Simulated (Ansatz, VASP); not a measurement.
**Two plane-wave programs on MgCdO**

```
CELL_PARAMETERS angstrom
2.87494 0.00000 0.00000
0.00000 2.87494 0.00000
0.00000 0.00000 6.00265
ATOMIC_POSITIONS crystal
Mg 0.00000 0.00000 0.00000
Cd 0.50000 0.50000 0.50000
O 0.50000 0.50000 0.00000
```

Alike in both runs: functional PBE; k mesh 16 × 16 × 8; occupations gaussian, width 0.1 eV; no spin polarisation.

Ansatz relaxed the structure, and its values are those at the end. VASP's run is a single point on that final structure, the one shown.

|  | VASP | Ansatz |
| --- | --- | --- |
| version | VASP 6.6.1 | Ansatz 0.2.0 |
| potentials or method | VASP PAW PBE potentials, release 64 (Mg, Cd, O) | scalar-relativistic, plane waves, PAW |
| plane-wave cutoff (eV) | 520 | 420 |
| valence electrons in the cell | 20 | 36 |

|  | VASP | Ansatz | Ansatz less VASP |
| --- | --- | --- | --- |
| gap on the k mesh at the Fermi level (eV) | none | none | - |
| pressure (GPa) | -0.1 | 0.0 | +0.10 |

A gap of «none» marks a metal or a gap that the smearing closes. The two sets of potentials don't hold the same shells in valence.
